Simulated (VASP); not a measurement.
Input of a VASP 6.6.1 run:

POSCAR

```
SbC
1.0
    3.1146800000      0.0000000000      0.0000000000
    0.0000000000      3.1146800000      0.0000000000
    0.0000000000      0.0000000000      3.1146800000
Sb C
1 1
Direct
    0.5000000000      0.5000000000      0.5000000000
    0.0000000000      0.0000000000      0.0000000000
```

The input INCAR.step1:

```
PREC     = Accurate       # precision mode
ENCUT    = 520            # plane-wave cutoff, eV
EDIFF    = 1E-5           # SCF threshold, eV
ISMEAR   = -1             # smearing method
SIGMA    = 0.05           # smearing width, eV
LREAL    = False          # projectors in reciprocal space
LASPH    = True           # aspherical terms in the spheres
NELM     = 100            # most SCF steps
ALGO     = Normal         # electronic algorithm
ISIF     = 2              # what is computed and relaxed
LWAVE    = True           # write WAVECAR
LCHARG   = False          # write CHGCAR
NBANDS   = 12             # bands
GGA      = PE             # functional
```

INCAR.step2

```
PREC     = Accurate       # precision mode
ENCUT    = 520            # plane-wave cutoff, eV
EDIFF    = 1E-7           # SCF threshold, eV
ISMEAR   = -1             # smearing method
SIGMA    = 0.05           # smearing width, eV
LREAL    = False          # projectors in reciprocal space
LASPH    = True           # aspherical terms in the spheres
NELM     = 100            # most SCF steps
ALGO     = Normal         # electronic algorithm
ISIF     = 2              # what is computed and relaxed
LWAVE    = False          # write WAVECAR
LCHARG   = False          # write CHGCAR
GGA      = PE             # functional
LHFCALC  = True           # exact exchange
AEXX     = 0.4            # exact-exchange fraction
PRECFOCK = Fast         
HFRCUT   = -1           
NBANDS   = 12             # bands
ISTART   = 1
```

File KPOINTS:

```
Automatic mesh
0
Gamma
  5 5 5
```

Potentials or basis: VASP PAW PBE potentials, release 64 (Sb, C).

Launch:

```bash
$ cat potpaw_PBE.64/Sb/POTCAR potpaw_PBE.64/C/POTCAR > POTCAR
$ cp INCAR.step1 INCAR
$ mpirun -np 1 vasp_std > vasp.out
$ cp INCAR.step2 INCAR
$ mpirun -np 1 vasp_std > vasp.out
```

Q: Predict the pressure.

A: -8.0 GPa.

Q: Estimate the band gap on the k mesh.

A: None (metal or under the smearing width).

Caveat: the k mesh is coarse (spacing up to 0.40 Å⁻¹), so the values aren't converged, least of all with exact exchange; the PAW data sets were made with another functional, which shifts forces and pressure a little. The run has no spin-orbit coupling, so splittings on Sb are missing.
